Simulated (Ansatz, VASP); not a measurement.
# Zr23Si7O60 (glassy 77ZrO2-23SiO2 (mol %)): VASP beside Ansatz

One calculation is typed for both programs; each brings its own data sets. How far apart do they land? The cell is taken from a series of runs on this material, whose earlier steps may have relaxed, scaled, displaced or heated it; both programs get it as it stands.

Calculated with Ansatz 0.2.0; plane waves, with VASP 6.6.1 beside it; single point at PBEsol.

## 1. The structure

The cell holds 90 atoms: 23 Zr, 7 Si and 60 O. Cell: a = 10.551 Å, b = 10.551 Å, c = 10.551 Å, α = 90.0°, β = 90.0°, γ = 90.0°. As first built, before any earlier steps moved the atoms (in the runner's words): 90 atoms (23 Zr, 7 Si, 60 O) placed at random at 4.39 g/cm^3, melted at 4000 K for 10 ps at fixed volume with the Morse and Coulomb pair potential with partial charges (Pedone, Malavasi, Menziani, Cormack and Segre, J. Phys. Chem. B 110, 11780 (2006)). Quenched from 1800 K to 300 K at 50 K/ps and fixed volume, held 10 ps at zero pressure, then minimised at fixed cell.

## 2. Ansatz: single point, PBEsol, pair 1

Ansatz runs on its PAW soft_1 files.

A single point gives forces, pressure and levels at one fixed geometry, so differences don't come from the geometry; what else differs is listed under the comparison.

Contents of input.yaml:

```yaml
crystal:
  lattice:
    - [10.55091, 0.0, 0.0]
    - [0.0, 10.55091, 0.0]
    - [0.0, 0.0, 10.55091]
  atoms:
    - { symbol: Zr, position: [0.13118, 0.66354, 0.18394] }
    - { symbol: Zr, position: [0.97556, 0.19603, 0.31899] }
    - { symbol: Zr, position: [0.23315, 0.5175, 0.50047] }
    - { symbol: Zr, position: [0.42636, 0.65947, 0.276] }
    - { symbol: Zr, position: [0.08428, 0.99393, 0.11319] }
    - { symbol: Zr, position: [0.62882, 0.6012, 0.51697] }
    - { symbol: Zr, position: [0.38522, 0.61207, 0.75024] }
    - { symbol: Zr, position: [0.94314, 0.35496, 0.62231] }
    - { symbol: Zr, position: [0.92016, 0.70524, 0.61835] }
    - { symbol: Zr, position: [0.926, 0.75113, 0.96933] }
    - { symbol: Zr, position: [0.65593, 0.82485, 0.7471] }
    - { symbol: Zr, position: [0.35701, 0.41466, 0.05486] }
    - { symbol: Zr, position: [0.38985, 0.84276, 0.99173] }
    - { symbol: Zr, position: [0.43137, 0.93201, 0.50764] }
    - { symbol: Zr, position: [0.78988, 0.04459, 0.54339] }
    - { symbol: Zr, position: [0.17408, 0.84174, 0.71388] }
    - { symbol: Zr, position: [0.80497, 0.60629, 0.27901] }
    - { symbol: Zr, position: [0.46668, 0.09961, 0.75035] }
    - { symbol: Zr, position: [0.05918, 0.38815, 0.04067] }
    - { symbol: Zr, position: [0.6045, 0.61162, 0.99124] }
    - { symbol: Zr, position: [0.97094, 0.14815, 0.84169] }
    - { symbol: Zr, position: [0.7715, 0.34798, 0.03784] }
    - { symbol: Zr, position: [0.64023, 0.86093, 0.24968] }
    - { symbol: Si, position: [0.41239, 0.23058, 0.44004] }
    - { symbol: Si, position: [0.22933, 0.3304, 0.77639] }
    - { symbol: Si, position: [0.09398, 0.91946, 0.42972] }
    - { symbol: Si, position: [0.63641, 0.39966, 0.74532] }
    - { symbol: Si, position: [0.68353, 0.31063, 0.35198] }
    - { symbol: Si, position: [0.31128, 0.11881, 0.19457] }
    - { symbol: Si, position: [0.80297, 0.04192, 0.06794] }
    - { symbol: O, position: [0.73876, 0.65347, 0.67999] }
    - { symbol: O, position: [0.97908, 0.03204, 0.44125] }
    - { symbol: O, position: [0.02999, 0.31726, 0.45569] }
    - { symbol: O, position: [0.79624, 0.16072, 0.97371] }
    - { symbol: O, position: [0.62057, 0.0061, 0.66508] }
    - { symbol: O, position: [0.87539, 0.16867, 0.6714] }
    - { symbol: O, position: [0.31317, 0.7056, 0.11774] }
    - { symbol: O, position: [0.51457, 0.72892, 0.84821] }
    - { symbol: O, position: [0.44265, 0.56166, 0.4502] }
    - { symbol: O, position: [0.92854, 0.3252, 0.17066] }
    - { symbol: O, position: [0.42788, 0.1317, 0.55398] }
    - { symbol: O, position: [0.29156, 0.99063, 0.10456] }
    - { symbol: O, position: [0.62149, 0.67608, 0.32236] }
    - { symbol: O, position: [0.39133, 0.12926, 0.32005] }
    - { symbol: O, position: [0.00943, 0.73978, 0.78962] }
    - { symbol: O, position: [0.00737, 0.5804, 0.03264] }
    - { symbol: O, position: [0.26347, 0.68493, 0.61621] }
    - { symbol: O, position: [0.81514, 0.77798, 0.17562] }
    - { symbol: O, position: [0.02302, 0.53448, 0.59908] }
    - { symbol: O, position: [0.53816, 0.77453, 0.58544] }
    - { symbol: O, position: [0.43722, 0.51481, 0.91339] }
    - { symbol: O, position: [0.09073, 0.2836, 0.73446] }
    - { symbol: O, position: [0.67141, 0.44259, 0.89248] }
    - { symbol: O, position: [0.90115, 0.95502, 0.98186] }
    - { symbol: O, position: [0.2114, 0.39259, 0.91823] }
    - { symbol: O, position: [0.82601, 0.8837, 0.65481] }
    - { symbol: O, position: [0.49804, 0.97964, 0.90125] }
    - { symbol: O, position: [0.54245, 0.76777, 0.1017] }
    - { symbol: O, position: [0.30772, 0.33586, 0.44725] }
    - { symbol: O, position: [0.72382, 0.45595, 0.38824] }
    - { symbol: O, position: [0.32213, 0.21969, 0.79532] }
    - { symbol: O, position: [0.75774, 0.40044, 0.6546] }
    - { symbol: O, position: [0.99237, 0.58482, 0.29113] }
    - { symbol: O, position: [0.07451, 0.17044, 0.00795] }
    - { symbol: O, position: [0.35166, 0.23367, 0.11079] }
    - { symbol: O, position: [0.0888, 0.81129, 0.05467] }
    - { symbol: O, position: [0.15521, 0.13208, 0.24322] }
    - { symbol: O, position: [0.19943, 0.46606, 0.15404] }
    - { symbol: O, position: [0.6706, 0.96527, 0.41081] }
    - { symbol: O, position: [0.48991, 0.51646, 0.15147] }
    - { symbol: O, position: [0.24082, 0.64091, 0.34661] }
    - { symbol: O, position: [0.08874, 0.87419, 0.28535] }
    - { symbol: O, position: [0.27611, 0.44787, 0.68943] }
    - { symbol: O, position: [0.79138, 0.21185, 0.41117] }
    - { symbol: O, position: [0.67819, 0.00328, 0.12679] }
    - { symbol: O, position: [0.74279, 0.74218, 0.91368] }
    - { symbol: O, position: [0.90795, 0.06635, 0.18287] }
    - { symbol: O, position: [0.75028, 0.53354, 0.10488] }
    - { symbol: O, position: [0.57748, 0.26374, 0.75971] }
    - { symbol: O, position: [0.67834, 0.29281, 0.20222] }
    - { symbol: O, position: [0.05824, 0.82533, 0.54467] }
    - { symbol: O, position: [0.8124, 0.68764, 0.45755] }
    - { symbol: O, position: [0.55204, 0.2867, 0.41738] }
    - { symbol: O, position: [0.45192, 0.85096, 0.3294] }
    - { symbol: O, position: [0.27717, 0.75054, 0.85622] }
    - { symbol: O, position: [0.92301, 0.34898, 0.90403] }
    - { symbol: O, position: [0.23523, 0.95482, 0.46537] }
    - { symbol: O, position: [0.54107, 0.50295, 0.67781] }
    - { symbol: O, position: [0.35177, 0.9384, 0.69198] }
    - { symbol: O, position: [0.08929, 0.00159, 0.78938] }
kpoints:
  mp_grid: { grid: [1, 1, 1] }
hamiltonian:
  xc: pbesol
  pseudopotentials: { kind: paw, azcp: { folder: soft_1 }, xc_functional: pbe }
scf:
  occupations: { method: fixed }
output:
  forces: true
```

On the command line:

```
ansatz run input.yaml --threads 4 --pin off --max-ram 8192MiB --backend cpu --events-out ev --progress --plain --runs-dir out
```

Numbers of over 12 decimals in the logs are rounded to 6 here.

Output:

```text
Engine: ansatz 0.2.0, aarch64-unknown-linux-gnu
Pseudopotentials: kind: paw
Pseudopotential: Zr, paw, valence charge 12, recommended cutoff 420 eV (normal), soft_1/Zr.paw.azcp
Pseudopotential: Si, paw, valence charge 4, recommended cutoff 420 eV (normal), soft_1/Si.paw.azcp
Pseudopotential: O, paw, valence charge 6, recommended cutoff 420 eV (normal), soft_1/O.paw.azcp
Functional definition: PBEsol
  exchange = pbesol_x
  correlation = pbesol_c
Crystal: 90 atoms, lattice volume = 1174.545 Å³
Basis set: ecut = 420 eV, 22983 PW (Γ), exchange–correlation on 144×144×144 points (8 copies of the dense FFT grid, shifted against one another)
Bands: 422, of which v1, the nominal top of the filled ones, is band 332 counted from 1 (331 counted from 0)
Symmetry: 1 space group operations
Space group: P1 (ITA 1), of the structure as read, at distance tolerance 1.1e-4 Å
k-points: 1
Non-local potential: Zr, projectors of the file, l = 0: 3, l = 1: 2, l = 2: 2, l = 3: 1
Non-local potential: Si, projectors of the file, l = 0: 2, l = 1: 2, l = 2: 1
Non-local potential: O, projectors of the file, l = 0: 2, l = 1: 2, l = 2: 1
PAW form: soft (Blöchl's): semilocal exchange-correlation on the pseudo side does not see the compensation charge
PAW frozen core: Zr, regenerated for the run's functional, and the local potential with it (the file was generated under x = pbe(κ = 0.804, μ = 0.219515), c = pbe(β = 0.066725))
PAW frozen core: Si, regenerated for the run's functional, and the local potential with it (the file was generated under x = pbe(κ = 0.804, μ = 0.219515), c = pbe(β = 0.066725))
PAW frozen core: O, regenerated for the run's functional, and the local potential with it (the file was generated under x = pbe(κ = 0.804, μ = 0.219515), c = pbe(β = 0.066725))
PAW one-centre angular grid: Zr, 590 points (default); XC on 64 Gauss nodes
PAW one-centre angular grid: Si, 110 points (default); XC on 64 Gauss nodes
PAW one-centre angular grid: O, 110 points (default); XC on 64 Gauss nodes
Initial density: superposition of atomic densities (chi_scale 0.1, normalization cell, long waves kept (reshape's long-wave potential 0.97 eV rms))
Initial wavefunctions: pseudopotential atomic-orbital guess
Functional: x = pbesol(κ = 0.804, μ = 0.123457), c = pbesol(β = 0.046)
SCF iter   1: F=—  HF=-133116.565441 eV  |F-HF|=—  |Δ(HF+E_count)|=         —  Δρ=6.23e-2  dr2=1.11e2  ethr=3.10e-3  ⟨swp⟩=4.0  Hψ=1196  notcnv=0  defer=87
preconditioner: auto → Resta (q_TF=auto, 2.481 Å⁻¹)  ε∞=5.8  [insulator: Δε(μ)=0.013 eV  Ē_g=10.830 eV  n_scr=304 (ndim 8)  ℏωp=23.7 eV  f_vac=0.021  ε∞_Penn≈5.8]
SCF iter   2: F=—  HF=-133098.444374 eV  |F-HF|=—  |Δ(HF+E_count)|=    1.81e1  Δρ=3.67e-2  dr2=2.85e1  ethr=3.10e-3  ⟨swp⟩=2.0  Hψ=685  notcnv=0  defer=88
SCF iter   3: F=—  HF=-133092.892460 eV  |F-HF|=—  |Δ(HF+E_count)|=    5.55e0  Δρ=2.68e-2  dr2=1.02e1  ethr=3.10e-3  ⟨swp⟩=3.0  Hψ=687  notcnv=0  defer=87
SCF iter   4: F=—  HF=-133090.982783 eV  |F-HF|=—  |Δ(HF+E_count)|=    1.91e0  Δρ=6.03e-3  dr2=8.92e-1  ethr=1.53e-3  ⟨swp⟩=2.0  Hψ=667  notcnv=0  defer=87
SCF iter   5: F=—  HF=-133090.952621 eV  |F-HF|=—  |Δ(HF+E_count)|=   3.02e-2  Δρ=4.90e-3  dr2=2.51e-1  ethr=1.34e-4  ⟨swp⟩=3.0  Hψ=688  notcnv=0  defer=88
SCF iter   6: F=—  HF=-133090.946993 eV  |F-HF|=—  |Δ(HF+E_count)|=   5.63e-3  Δρ=2.12e-3  dr2=5.68e-2  ethr=3.78e-5  ⟨swp⟩=2.0  Hψ=583  notcnv=0  defer=88
SCF iter   7: F=—  HF=-133090.957833 eV  |F-HF|=—  |Δ(HF+E_count)|=   1.08e-2  Δρ=9.34e-4  dr2=1.16e-2  ethr=8.56e-6  ⟨swp⟩=2.0  Hψ=542  notcnv=0  defer=88
SCF iter   8: F=—  HF=-133090.962064 eV  |F-HF|=—  |Δ(HF+E_count)|=   4.23e-3  Δρ=4.04e-4  dr2=2.38e-3  ethr=1.74e-6  ⟨swp⟩=2.0  Hψ=583  notcnv=0  defer=88
SCF iter   9: F=—  HF=-133090.964115 eV  |F-HF|=—  |Δ(HF+E_count)|=   2.05e-3  Δρ=1.47e-4  dr2=3.98e-4  ethr=3.58e-7  ⟨swp⟩=2.0  Hψ=583  notcnv=0  defer=88
SCF iter  10: F=—  HF=-133090.964649 eV  |F-HF|=—  |Δ(HF+E_count)|=   5.34e-4  Δρ=1.32e-4  dr2=1.98e-4  ethr=6.00e-8  ⟨swp⟩=3.0  Hψ=582  notcnv=0  defer=86
SCF iter  11: F=—  HF=-133090.964689 eV  |F-HF|=—  |Δ(HF+E_count)|=   4.02e-5  Δρ=3.41e-5  dr2=1.96e-5  ethr=2.99e-8  ⟨swp⟩=2.0  Hψ=581  notcnv=0  defer=85
SCF iter  12: F=—  HF=-133090.966941 eV  |F-HF|=—  |Δ(HF+E_count)|=   2.25e-3  Δρ=2.80e-5  dr2=9.56e-6  ethr=2.95e-9  ⟨swp⟩=2.0  Hψ=662  notcnv=0  defer=85
SCF iter  13: F=—  HF=-133090.966944 eV  |F-HF|=—  |Δ(HF+E_count)|=   2.95e-6  Δρ=7.73e-6  dr2=1.07e-6  ethr=1.44e-9  ⟨swp⟩=2.0  Hψ=581  notcnv=0  defer=85
SCF iter  14: F=—  HF=-133090.966945 eV  |F-HF|=—  |Δ(HF+E_count)|=   1.05e-6  Δρ=6.36e-6  dr2=4.53e-7  ethr=1.61e-10  ⟨swp⟩=2.0  Hψ=581  notcnv=0  defer=85
SCF iter  15: F=-133090.966945 eV  HF=-133090.966945 eV  |F-HF|=2.42e-8  |Δ(HF+E_count)|=   3.01e-8  Δρ=2.25e-6  dr2=6.75e-8  ethr=1.51e-11  ⟨swp⟩=3.0  Hψ=1517  notcnv=0
SCF 1 converged in 15 iterations: F = -133090.966945 eV  dr2 = 6.75e-8
  greatest PAW one-centre occupation: 0.996 electrons in one spin orbital (limit 2), on the Zr atom at site 16 (counted from 0), in its partial waves of l = 0
SCF converged after 15 iterations
Free energy (F): -133090.966945 eV
Harris-Foulkes:  -133090.966945 eV  (|F-HF|=2.42e-8)
Internal energy: -133090.966945 eV  (E = F + TS)
E sigma→0 (E₀):  -133090.966945 eV
Fermi energy:    7.525798 eV
--- Per-component energies (eV) ---
  E_band       = -3842.749319
  E_kinetic    = 17699.512262
  E_local      = -44460.607600  (includes V_loc(G=0)·N_el)
  E_nonlocal   = 5004.869878
  E_hartree    = 16353.726108
  E_xc         = -8191.328582
  E_vxc        = -10001.974860  (∫ρ·V_xc dr)
  E_paw        = -79819.166109  (= ΣΔE_a)
  E_vpaw       = -4792.048064  (= ΣTr[D̂ρ^β])
  E_aug_tail   = 0.046383  (compensation charges beyond the density's cutoff)
  E_ewald      = -39684.169067
  E_core_change = 6.149782  (= ΣΔE_core)
  E_smearing   = -0.000000  (= −TS)
  E_closure    = 0.000000  (closes the sum)
  Σ components = -133090.966945   (vs F -133090.966945, Δ=0.00e0)
--- Forces (eV/Å), atoms counted from 1 ---
  atom   1  Zr    -1.35771307    -0.15968801     0.59815247
  atom   2  Zr     0.40720179     0.98935388     0.46518728
  atom   3  Zr     0.62680475     0.21850470    -0.91415554
  atom   4  Zr     0.10938719    -0.32995524     0.02309686
  atom   5  Zr    -1.31499823    -0.04429419    -0.58378886
  atom   6  Zr     0.34287660     0.49218020     0.19092864
  atom   7  Zr     0.45746916     0.75990814     0.21479169
  atom   8  Zr     0.25711124     0.61404123    -1.41241231
  atom   9  Zr    -1.51107455    -0.78666059    -0.68981254
  atom  10  Zr    -0.00751560    -0.77753745    -0.21098200
  atom  11  Zr     0.27971807     0.01370884    -1.14487600
  atom  12  Zr     0.14306517     0.23178665     1.38316779
  atom  13  Zr     0.48431192    -0.01892083    -0.73077998
  atom  14  Zr    -0.42898010     0.13173961    -0.14371210
  atom  15  Zr    -0.72180634    -1.63984310     0.33862313
  atom  16  Zr     0.52816708     1.98039722     0.73271729
  atom  17  Zr     2.82422963     0.55220580    -0.66584179
  atom  18  Zr     0.20016075     0.59933142     1.58249039
  atom  19  Zr    -0.85917032    -0.10942266     0.00012050
  atom  20  Zr    -0.11566987    -0.23015501     0.46403559
  atom  21  Zr     1.05182743    -1.58029334     1.31546114
  atom  22  Zr    -0.22014147    -0.17051870     0.92838621
  atom  23  Zr     1.72816909     1.02558505     0.52330745
  atom  24  Si     0.44257251    -0.25217488    -1.20403288
[...]
atom  83  O     -0.77857495     0.05780419     0.77894327
  atom  84  O     -0.15945066    -0.22153619     0.09901301
  atom  85  O      0.15092854     0.29529927     0.19216740
  atom  86  O      0.13809384     0.40932838     0.28441965
  atom  87  O      2.17213230     0.19352201     0.77798776
  atom  88  O     -0.48218638     0.64475118    -0.10726247
  atom  89  O      0.11695184    -0.14165148    -0.73884949
  atom  90  O     -0.16169372    -0.17177184    -0.11637638
  max |Σ_I F_I| component: 1.09e-4 eV/Å
```

Reading the cycles: dr2 is the Hartree energy of the density residual (eV), the measure of convergence; HF is the Harris–Foulkes estimate of the energy, which meets the free energy F at convergence.

[end of part 1 of 4]

[Lines on the potential files, build, host, timing and source positions are cut from VASP's logs without a mark.]

[Logs are printed without paths, hosts, clocks, repeated set-up lines and the standing remarks that a program may print on its own settings, such as how far it seeks lower states.]

[Hosts, paths, dates, database ids (printed as entryN), source tags and the programs' standing remarks are cut or masked in the printed files.]
